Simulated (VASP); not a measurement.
# A vacancy on the Mg site in a supercell of Mg

Wanted: what a vacancy on the Mg site costs in Mg and how the lattice relaxes round it.

Program: VASP 6.6.1. Level of theory: PBEsol; plane waves and PAW (Mg). Results are calculated unless marked as measured.

**1. The host crystal**

Symmetry: P6_3/mmc, No. 194, hexagonal system. Conventional cell: a = 3.210 Å, b = 3.210 Å, c = 5.213 Å, α = 90.00°, β = 90.00°, γ = 120.00°. Mg has 12 Mg at 3.20 to 3.21 Å nearest.

Coordinates:

```
Mg
1.0
     3.21000    0.00000    0.00000
    -1.60500    2.77994    0.00000
     0.00000    0.00000    5.21304
Mg
2
Direct
  0.00000 0.00000 0.00000
  0.33333 0.66667 0.50000
```

**2. The host at zero pressure**

The later steps need the crystal at this functional's own lattice; a raised cutoff keeps the stress reliable while the cell changes.

Input file INCAR:

```
SYSTEM = Mg
PREC = Accurate
ENCUT = 350
EDIFF = 1E-06
NELM = 120
ISMEAR = 1
SIGMA = 0.15
LREAL = .FALSE.
ALGO = Normal
GGA = PS
NBANDS = 8
LORBIT = 11
LWAVE = .FALSE.
LCHARG = .FALSE.
KPAR = 8
IBRION = 2
NSW = 40
ISIF = 3
EDIFFG = -0.02
POTIM = 0.4
```

Input file POSCAR:

```
Mg
1.0
    3.2100000000      0.0000000000      0.0000000000
   -1.6050000000      2.7799415461      0.0000000000
    0.0000000000      0.0000000000      5.2130400000
Mg
2
Direct
    0.0000000000      0.0000000000      0.0000000000
    0.3333333333      0.6666666667      0.5000000000
```

Input file KPOINTS:

```
Automatic mesh
0
Gamma
12 12 7
0 0 0
```

PAW data sets: Mg (PBE family, release 64).

Run with:

```
$ mpirun -np 8 vasp_std
```

Output:

```text
[banner, memory and clock lines left out]
running    8 mpi-ranks, on    1 nodes
 distrk:  each k-point on    1 cores,    8 groups
 distr:  one band on    1 cores,    1 groups

 POSCAR found type information on POSCAR Mg
 POSCAR found :  1 types and       2 ions
|                                                                             |
|           W    W    AA    RRRRR   N    N  II  N    N   GGGG   !!!           |
|           W    W   A  A   R    R  NN   N  II  NN   N  G    G  !!!           |
|           W    W  A    A  R    R  N N  N  II  N N  N  G       !!!           |
|           W WW W  AAAAAA  RRRRR   N  N N  II  N  N N  G  GGG   !            |
|           WW  WW  A    A  R   R   N   NN  II  N   NN  G    G                |
|           W    W  A    A  R    R  N    N  II  N    N   GGGG   !!!           |
|                                                                             |
|     For optimal performance we recommend to set                             |
|       NCORE = 2 up to number-of-cores-per-socket                            |
|     NCORE specifies how many cores store one orbital (NPAR=cpu/NCORE).      |
|     This setting can greatly improve the performance of VASP for DFT.       |
|     The default, NCORE=1 might be grossly inefficient on modern             |
|     multi-core architectures or massively parallel machines. Do your        |
|     Unfortunately you need to use the default for GW and RPA                |
|     calculations (for HF NCORE is supported but not extensively tested      |
|     yet).                                                                   |
|                                                                             |

|                                                                             |
|               ----> ADVICE to this user running VASP <----                  |
|                                                                             |
|     You enforced a specific xc type in the INCAR file but a different       |
|     [... a line on the potential file left out ...]
|     I HOPE YOU KNOW WHAT YOU ARE DOING!                                     |
|                                                                             |

 LDA part: xc-table for (Slater+PW92), standard interpolation
 POSCAR, INCAR and KPOINTS ok, starting setup
 FFT: planning ... GRIDC
 FFT: planning ... GRID_SOFT
 FFT: planning ... GRID
 WAVECAR not read
 entering main loop
       N       E                     dE             d eps       ncg     rms          rms(c)
DAV:   1    -0.162439836273E+01   -0.16244E+01   -0.11032E+03  1232   0.243E+02
DAV:   2    -0.344986020141E+01   -0.18255E+01   -0.17765E+01  1616   0.189E+01
DAV:   3    -0.346070178714E+01   -0.10842E-01   -0.10828E-01  1664   0.186E+00
DAV:   4    -0.346072738074E+01   -0.25594E-04   -0.25594E-04  1824   0.705E-02
DAV:   5    -0.346072740640E+01   -0.25662E-07   -0.25476E-07  1640   0.162E-03    0.973E-01
DAV:   6    -0.345027327071E+01    0.10454E-01   -0.63781E-04  1440   0.171E-01    0.620E-01
DAV:   7    -0.344057548851E+01    0.96978E-02   -0.26827E-03  1352   0.313E-01    0.322E-02
DAV:   8    -0.344058100674E+01   -0.55182E-05   -0.17170E-05  1912   0.268E-02    0.640E-03
DAV:   9    -0.344058036906E+01    0.63768E-06   -0.96437E-07  1384   0.451E-03
   1 F= -.34405804E+01 E0= -.34403874E+01  d E =-.344058E+01
 curvature:   0.00 expect dE= 0.000E+00 dE for cont linesearch  0.000E+00
 trial: gam= 0.00000 g(F)=  0.649E-48 g(S)=  0.844E-02 ort = 0.000E+00 (trialstep = 0.100E+01)
 search vector abs. value=  0.844E-02
 bond charge predicted
       N       E                     dE             d eps       ncg     rms          rms(c)
DAV:   1    -0.344676778312E+01   -0.61868E-02   -0.17382E-02  1672   0.626E-01    0.429E-02
DAV:   2    -0.344673739393E+01    0.30389E-04   -0.64264E-05  1336   0.478E-02    0.274E-02
DAV:   3    -0.344671292807E+01    0.24466E-04   -0.62333E-06  1696   0.117E-02    0.130E-03
DAV:   4    -0.344671267208E+01    0.25599E-06   -0.70925E-08   936   0.151E-03
   2 F= -.34467127E+01 E0= -.34466899E+01  d E =-.613230E-02
[...]
3 F= -.34481359E+01 E0= -.34482667E+01  d E =-.755552E-02
[...]
4 F= -.34481377E+01 E0= -.34482752E+01  d E =-.755729E-02
 curvature:  -0.85 expect dE=-0.173E-03 dE for cont linesearch -0.139E-06
 trial: gam= 0.02852 g(F)=  0.280E-47 g(S)=  0.204E-03 ort =-0.372E-04 (trialstep = 0.115E+01)
 search vector abs. value=  0.208E-03
 bond charge predicted
       N       E                     dE             d eps       ncg     rms          rms(c)
DAV:   1    -0.344832844107E+01   -0.19082E-03   -0.51302E-04  1600   0.928E-02    0.784E-03
DAV:   2    -0.344832739882E+01    0.10423E-05   -0.26421E-06  1296   0.988E-03    0.486E-03
DAV:   3    -0.344832662446E+01    0.77436E-06   -0.88004E-07  1112   0.291E-03
   5 F= -.34483266E+01 E0= -.34485606E+01  d E =-.188961E-03
 trial-energy change:   -0.000189  1 .order   -0.000189   -0.000233   -0.000145
 step:   3.0492(harm=  3.0492)  dis= 0.00000  next Energy=    -3.448446 (dE=-0.309E-03)
 reached required accuracy - stopping structural energy minimisation
```

Elapsed: 4.8 s, on 8 MPI ranks of Intel Xeon 6975P-C (Granite Rapids), shared host; peak memory 1.1 GiB; 21 s of CPU time.

Lines that name or quote the potential files are left out of all logs, and their timing lines are given in words.

OUTCAR, selected parts (step 2):

```text
ion  position               nearest neighbor table
   1  0.000  0.000  0.000-   2 3.20   2 3.20   2 3.20   2 3.20   2 3.20   2 3.20
   2  0.333  0.667  0.500-   1 3.20   1 3.20   1 3.20   1 3.20   1 3.20   1 3.20

  LATTYP: Found a hexagonal cell.
 ALAT       =     3.2100000000
 C/A-ratio  =     1.6240000000

 Subroutine GETGRP returns: Found 24 space group operations
 (whereof 12 operations were pure point group operations)

The static configuration has the point symmetry D_3h.
 The point group associated with its full space group is D_6h.

 Found     76 irreducible k-points:

   k-points           NKPTS =     76   k-points in BZ     NKDIM =     76   number of bands    NBANDS=      8

   dimension x,y,z NGX =    20 NGY =   20 NGZ =   32
   dimension x,y,z NGXF=    40 NGYF=   40 NGZF=   64

   ENCUT  =  350.0 eV  25.72 Ry    5.07 a.u.   4.90  4.90  7.95*2*pi/ulx,y,z

   NELECT =       4.0000    total number of electrons

 k-points in reciprocal lattice and weights: Automatic mesh
   0.00000000  0.00000000  0.00000000       0.001
   0.08333333  0.00000000  0.00000000       0.006
   0.16666667  0.00000000  0.00000000       0.006
   0.25000000  0.00000000  0.00000000       0.006
   0.33333333 -0.00000000  0.00000000       0.006
   0.41666667 -0.00000000  0.00000000       0.006
   0.50000000  0.00000000  0.00000000       0.003
   0.08333333  0.08333333  0.00000000       0.006
   0.16666667  0.08333333  0.00000000       0.012
[...]
0.33333333  0.25000000  0.42857143       0.024
   0.33333333  0.33333333  0.42857143       0.004

 average (electrostatic) potential at core
       1 -38.7726       2 -38.7726

 E-fermi :   2.6386

 k-point     1 :       0.0000    0.0000    0.0000
  band No.  band energies     occupation
      1      -4.3157      2.00000
      2       1.0501      2.00000
      3       1.5842      2.00000
      4      13.6547      0.00000
      5      13.6547      0.00000
      6      13.7924      0.00000
      7      13.7924      0.00000
      8      14.7193      0.00000

 k-point     2 :       0.0833    0.0000    0.0000
  band No.  band energies     occupation
      1      -4.1779      2.00000
      2       1.1755      2.00000
      3       1.7176      2.00000
      4      11.3849      0.00000
      5      12.4604      0.00000
      6      13.2952      0.00000
      7      15.1746      0.00000
      8      15.6850      0.00000

 k-point     3 :       0.1667    0.0000    0.0000
  band No.  band energies     occupation
      1      -3.7657      2.00000
      2       1.5519      2.00000
      3       2.1118      2.00001
      4       8.8488      0.00000
      5      11.4261      0.00000
      6      12.0661      0.00000
      7      13.6538      0.00000
      8      14.7312      0.00000

  Total        0.0385498      0.0385498     -0.0344148      0.0000000      0.0000000     -0.0000000
  in kB        1.3769220      1.3769220     -1.2292277      0.0000000      0.0000000     -0.0000000
  external PRESSURE =       0.5082054 kB  Pullay stress =       0.0000000 kB

  energy-cutoff  :      350.00
  volume of cell :       44.86
      direct lattice vectors                 reciprocal lattice vectors
     3.183580188  0.000000000 -0.000000000     0.314111768  0.181352514  0.000000000
    -1.591790094  2.757061317 -0.000000000    -0.000000000  0.362705027 -0.000000000
    -0.000000000  0.000000000  5.110472272     0.000000000  0.000000000  0.195676632

 POSITION                                       TOTAL-FORCE (eV/Angst)
 -----------------------------------------------------------------------------------
      0.00000      0.00000      0.00000         0.000000      0.000000     -0.000000
     -0.00000      1.83804      2.55524        -0.000000     -0.000000      0.000000
 -----------------------------------------------------------------------------------
    total drift:                                0.000000     -0.000000      0.000000

  FREE ENERGIE OF THE ION-ELECTRON SYSTEM (eV)
  ---------------------------------------------------
  free  energy   TOTEN  =        -3.4483266245 eV

  energy  without entropy=       -3.4490286474  energy(sigma->0) =       -3.44856063

 reached required accuracy - stopping structural energy minimisation

 total charge
# of ion       s       p       d       tot
------------------------------------------
    1        0.208   0.131   0.012   0.351
    2        0.208   0.131   0.012   0.351
--------------------------------------------------
tot          0.416   0.263   0.024   0.703

[... 3 further parts left out ...]
```

The PAW data sets were made with PBE, which is usual practice but a small mismatch for other functionals. The run keeps the 24 symmetry operations of its start, so it cannot find a distortion of lower symmetry.

Relaxation path:

```csv
step,energy less that of the first step (eV),largest force (eV/Å),pressure (GPa),volume (Å³)
1,0.0000,0.0000,-1.25,46.52
2,-0.0061,0.0000,-0.53,45.55
3,-0.0076,0.0000,0.04,44.86
4,-0.0076,0.0000,0.07,44.83
5,-0.0077,0.0000,0.05,44.86
```

```csv
"conventional cell, symmetrised",before,after,change
a (Å),3.210,3.184,-0.8 %
b (Å),3.210,3.184,-0.8 %
c (Å),5.213,5.110,-2.0 %
volume (Å³/atom),23.26,22.43,-3.6 %
```

Final coordinates:

```xyz
2
Lattice="3.1836 0.0000 0.0000 -1.5918 2.7571 0.0000 0.0000 0.0000 5.1105" Properties=species:S:1:pos:R:3 pbc="T T T"
Mg    0.0000    0.0000    0.0000
Mg    0.0000    1.8380    2.5552
```

This step gave:

```yaml
electronic_cycles: 22
electrons: 4
free_energy_toten: -3.448 eV
energy_at_zero_smearing: -3.449 eV
fermi_energy: 2.639 eV
labelled_metallic_from_the_levels_on_this_mesh: yes
```

The run ended after 5 ionic steps, 0.008 eV below its first step, once forces and stress met EDIFFG = -0.02.

[end of part 1 of 3]

[Lines on the potential files, build, host, timing and source positions are cut from VASP's logs without a mark.]

[Logs are printed without paths, hosts, clocks, repeated set-up lines and the standing remarks that a program may print on its own settings, such as how far it seeks lower states.]

[Hosts, paths, dates, database ids (printed as entryN), source tags and the programs' standing remarks are cut or masked in the printed files.]

[In band tables of VASP the shares of atoms and orbitals are scaled to a sum of 1 inside the atoms' spheres.]

[Runs that stopped without an error message from VASP are left out.]
